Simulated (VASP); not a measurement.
Data:

```
K2S
1.0
    0.00000     3.80162     3.80162
    3.80162     0.00000     3.80162
    3.80162     3.80162     0.00000
K S
2 1
Direct
  0.25000   0.25000   0.25000
  0.75000   0.75000   0.75000
  0.00000   0.00000   0.00000
```

Computed with PBE GGA, VASP's PBE PAW potentials (set 64) (plane waves; VASP). Settings: 520 eV cut-off, 5×5×5 Γ-centred mesh, Gaussian smearing of 0.050 eV, potentials K_sv S.

Problem. The job: K2S (antifluorite), 3 atoms, PBE, static run, 520 eV, 5×5×5 Γ-centred mesh. Roughly how much core time does it take on a busy server core?

Solution. About 10 core-seconds (one run on a shared machine, a rough figure). It had 10 irreducible k-points, 16 bands, up to 2977 plane waves and 17 electronic steps.

The compound is K2S in the antifluorite structure. This cell is one point of a volume scan, at 1.06 of the reference volume.
